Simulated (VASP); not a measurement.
Input:

```
MnO2
1.0
    4.45757     0.00000     0.00000
    0.00000     4.45757     0.00000
    0.00000     0.00000     2.89736
Mn O
2 4
Direct
  0.00000   0.00000   0.00000
  0.50000   0.50000   0.50000
  0.30493   0.30493   0.00000
  0.80493   0.19507   0.50000
  0.19507   0.80493   0.50000
  0.69507   0.69507   0.00000
```
Starting moments (μB, in the order of the record's atoms Mn Mn O O O O): 2.6 -2.6 0.0 0.0 0.0 0.0.

All values below come from revPBE GGA, VASP's PBE PAW potentials (set 64) (plane waves; VASP 6.6.1). Run with 520 eV cut-off, 8×8×12 Γ-centred mesh, tetrahedra with Blöchl corrections, potentials Mn_pv O.

The cores are frozen, which limits the accuracy of field gradients.

Give the principal components of the electric field gradient (V/Å²) and the asymmetry η at each nucleus.

```tsv
atom	Vxx	Vyy	Vzz	η
Mn1	-7.3	-0.7	8.0	0.82
Mn2	-7.3	-0.7	8.0	0.82
O3	68.4	30.5	-98.9	0.38
O4	68.4	30.5	-98.9	0.38
O5	68.4	30.5	-98.9	0.38
O6	68.4	30.5	-98.9	0.38
```

The compound is MnO2 in the rutile structure. It was relaxed first.
